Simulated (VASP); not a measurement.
Given:

```yaml
crystal:
  lattice:
    - [0.00000, 2.26177, 2.26177]
    - [2.26177, 0.00000, 2.26177]
    - [2.26177, 2.26177, 0.00000]
  atoms:
    - { symbol: B, position: [0.00000, 0.00000, 0.00000] }
    - { symbol: P, position: [0.25000, 0.25000, 0.25000] }
```

Calculation: PBE GGA with D3 dispersion (zero damping), VASP's PBE PAW potentials (set 64) (plane waves; VASP). Settings: 520 eV cut-off, Gaussian smearing of 0.050 eV, potentials B P.

Give the energies of bands 2 to 7 at the high-symmetry points, in eV from the valence-band maximum.

```
band     Γ      X      U      L      W
----  ----  -----  -----  -----  -----
2     0.00  -8.63  -8.21  -9.10  -8.10
3     0.00  -4.15  -6.29  -1.77  -5.73
4     0.00  -4.15  -3.53  -1.77  -5.53
5     3.42   1.31   2.14   3.84   5.34
6     3.42   1.65   6.03   4.72   6.79
7     3.42  12.21   9.80   4.72   7.30
```

The gap is indirect, 1.23 eV, from the valence maximum at Γ to the conduction minimum at Γ-X at 0.86.

The compound is BP in the zinc blende structure. It was relaxed first.
